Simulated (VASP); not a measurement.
Input:

```
CELL_PARAMETERS angstrom
     -2.37137     2.37137     1.32926
      2.37137    -2.37137     1.32926
      2.37137     2.37137    -1.32926
ATOMIC_POSITIONS crystal
  Si 0.25000 0.75000 0.50000
  Si 0.50000 0.50000 0.00000
```

Computed with r2SCAN meta-GGA, VASP's PBE PAW potentials (set 64) (plane waves; VASP). Run with 400 eV cut-off, 14×14×14 Γ-centred mesh, first-order Methfessel-Paxton smearing of 0.10 eV, potentials Si.

The ions, cell shape and volume are relaxed. Which structure does the run end with?

```
CELL_PARAMETERS angstrom
     -2.38860     2.38860     1.33555
      2.38860    -2.38860     1.33555
      2.38860     2.38860    -1.33555
ATOMIC_POSITIONS crystal
  Si 0.25000 0.75000 0.50000
  Si 0.50000 0.50000 0.00000
```
Space group I4_1/amd (141), at a tolerance of 0.03 Å.

How do energy and volume change from the first to the last step?

The energy (σ→0) changes by -2.0 meV/atom and the volume by +1.9 %, in 3 ionic steps.

The structure comes from a computed database's Si entry (I4_1/amd); how it stands against other phases isn't given here. This run relaxes it. Symmetry was kept, so distortions that lower it aren't found.
